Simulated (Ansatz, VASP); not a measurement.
# One calculation of Na2Be, two programs

```
Na Be
1.0
     5.05085    0.00000    0.00000
    -2.52542    4.37416    0.00000
     0.00000    0.00000    3.00607
Na Be
2 1
Direct
  0.33333 0.66667 0.50000
  0.66667 0.33333 0.50000
  0.00000 0.00000 0.00000
```

Alike in both runs: functional PBE; k mesh 6 × 6 × 6; occupations gaussian, width 0.1 eV; no spin polarisation.

Ansatz relaxed the structure, and its values are those at the end. VASP's run is a single point on that final structure, the one shown.

```csv
,VASP,Ansatz
version,VASP 6.6.1,Ansatz 0.2.0
potentials or method,"VASP PAW PBE potentials, release 64 (Na_pv, Be)","scalar-relativistic, plane waves, PAW"
plane-wave cutoff (eV),520,420
valence electrons in the cell,16,20
```

|  | VASP | Ansatz | Ansatz less VASP |
| --- | --- | --- | --- |
| gap on the k mesh at the Fermi level (eV) | none | none | - |
| pressure (GPa) | 0.1 | 0.0 | -0.02 |

A gap of «none» marks a metal or a gap that the smearing closes. The two sets of potentials don't hold the same shells in valence.
